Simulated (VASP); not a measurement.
All values below come from PBEsol GGA, VASP's PBE PAW potentials (set 64) (plane waves; VASP).

VASP ran on this input.

### POSCAR
```
BaIrO3
1
    4.1009000000     0.0000000000     0.0000000000
    0.0000000000     4.1009000000     0.0000000000
    0.0000000000     0.0000000000     4.1009000000
Ir Ba O
1 1 3
Direct
  0.0000000000   0.0000000000   0.0000000000
  0.5000000000   0.5000000000   0.5000000000
  0.5000000000   0.0000000000   0.0000000000
  0.0000000000   0.5000000000   0.0000000000
  0.0000000000   0.0000000000   0.5000000000
```

File KPOINTS:
```
Automatic
0
G
  7 7 7
```

### INCAR
```
ALGO = Normal
EDIFF = 1E-6
ENCUT = 400
GGA = PS
ISIF = 2
ISMEAR = 0
LASPH = .TRUE.
LCHARG = .FALSE.
LMAXMIX = 6
LREAL = .FALSE.
LWAVE = .FALSE.
NELM = 100
PREC = Accurate
SIGMA = 0.272
SYSTEM = BaIrO3
```

POTCAR, in this order: Ir Ba_sv O (PBE.64 set). Program: vasp_std.

Output of the run:

### OSZICAR
```
       N       E                     dE             d eps       ncg     rms          rms(c)
DAV:   1     0.284677557166E+03    0.28468E+03   -0.15974E+04   888   0.128E+03
DAV:   2    -0.167750255001E+02   -0.30145E+03   -0.29439E+03  1116   0.363E+02
DAV:   3    -0.414926640870E+02   -0.24718E+02   -0.24189E+02  1214   0.102E+02
DAV:   4    -0.422596906236E+02   -0.76703E+00   -0.76472E+00  1260   0.171E+01
DAV:   5    -0.422817867890E+02   -0.22096E-01   -0.22091E-01  1148   0.267E+00    0.320E+01
DAV:   6    -0.361212226032E+02    0.61606E+01   -0.45370E+01  1280   0.547E+01    0.204E+01
DAV:   7    -0.354241829970E+02    0.69704E+00   -0.70034E+00  1276   0.279E+01    0.101E+01
DAV:   8    -0.353023891453E+02    0.12179E+00   -0.84890E-01  1378   0.107E+01    0.346E+00
DAV:   9    -0.352814608787E+02    0.20928E-01   -0.49427E-02  1246   0.265E+00    0.937E-01
DAV:  10    -0.352743128405E+02    0.71480E-02   -0.17934E-02  1302   0.160E+00    0.141E-01
DAV:  11    -0.352742176550E+02    0.95185E-04   -0.32554E-03  1182   0.369E-01    0.625E-02
DAV:  12    -0.352741994651E+02    0.18190E-04   -0.30291E-04  1102   0.112E-01    0.133E-02
DAV:  13    -0.352742029558E+02   -0.34908E-05   -0.13004E-05  1238   0.249E-02    0.749E-03
DAV:  14    -0.352742028169E+02    0.13898E-06   -0.61655E-07   766   0.993E-03
   1 F= -.35274203E+02 E0= -.35182533E+02  d E =-.183340E+00
```

OUTCAR:
```
------------------------ aborting loop because EDIFF is reached ----------------------------------------
  FORCE on cell =-STRESS in cart. coord.  units (eV):
  Direction    XX          YY          ZZ          XY          YZ          ZX
  --------------------------------------------------------------------------------------
  Total       -5.5596095     -5.5596095     -5.5596095     -0.0000000     -0.0000000      0.0000000
  in kB     -129.1568166   -129.1568166   -129.1568166     -0.0000000     -0.0000000      0.0000000
  external PRESSURE =    -129.1568166 kB  Pullay stress =       0.0000000 kB
  volume of cell :       68.97
      direct lattice vectors                 reciprocal lattice vectors
     4.100900000  0.000000000  0.000000000     0.243848911  0.000000000  0.000000000
     0.000000000  4.100900000  0.000000000     0.000000000  0.243848911  0.000000000
     0.000000000  0.000000000  4.100900000     0.000000000  0.000000000  0.243848911
 POSITION                                       TOTAL-FORCE (eV/Angst)
 -----------------------------------------------------------------------------------
      0.00000      0.00000      0.00000         0.000000      0.000000      0.000000
      2.05045      2.05045      2.05045         0.000000      0.000000      0.000000
      2.05045      0.00000      0.00000         0.000000      0.000000      0.000000
      0.00000      2.05045      0.00000         0.000000      0.000000      0.000000
      0.00000      0.00000      2.05045         0.000000      0.000000      0.000000
 -----------------------------------------------------------------------------------
    total drift:                                0.000000      0.000000     -0.000000
  FREE ENERGIE OF THE ION-ELECTRON SYSTEM (eV)
  ---------------------------------------------------
  free  energy   TOTEN  =       -35.2742028169 eV

  energy  without entropy=      -35.0908632080  energy(sigma->0) =      -35.18253301
```
(Selected blocks of OUTCAR.)

At this cut-off the stress carries a Pulay error, which pulls relaxed volumes low.

The structure comes from a measured BaIrO3 entry of the Crystallography Open Database, whose conditions weren't checked. The cell was not relaxed at this level. The electron count is odd and the run is not spin-polarised, which forces a metal.
